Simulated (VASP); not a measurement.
```yaml
crystal:
  lattice:
    - [4.24817, 0.00000, 0.00000]
    - [0.00000, 4.24817, 0.00000]
    - [0.00000, 0.00000, 4.24817]
  atoms:
    - { symbol: Cs, position: [0.00000, 0.00000, 0.00000] }
    - { symbol: Br, position: [0.50000, 0.50000, 0.50000] }
```

All values below come from PBEsol GGA, VASP's PBE PAW potentials (set 64) (plane waves; VASP). Run with 530 eV cut-off, 6×6×6 Γ-centred mesh, Gaussian smearing of 0.050 eV, potentials Cs_sv Br.

Problem. Give the elastic stiffness tensor with the ions relaxed (GPa, in the frame of the cell).

Solution. 
|  | xx | yy | zz | yz | xz | xy |
|---|---|---|---|---|---|---|
| xx | 31.1 | 8.1 | 8.1 | 0.0 | 0.0 | 0.0 |
| yy | 8.1 | 31.1 | 8.1 | 0.0 | 0.0 | 0.0 |
| zz | 8.1 | 8.1 | 31.1 | 0.0 | 0.0 | 0.0 |
| yz | 0.0 | 0.0 | 0.0 | 8.5 | 0.0 | 0.0 |
| xz | 0.0 | 0.0 | 0.0 | 0.0 | 8.5 | 0.0 |
| xy | 0.0 | 0.0 | 0.0 | 0.0 | 0.0 | 8.5 |

Problem. Estimate the Hill bulk modulus, Hill shear modulus, Young's modulus, Poisson's ratio.

Solution. 
```
Property               Value
------------------  --------
Hill bulk modulus   15.8 GPa
Hill shear modulus   9.6 GPa
Young's modulus     23.9 GPa
Poisson's ratio        0.248
```

The compound is CsBr in the CsCl type structure. It was relaxed first.
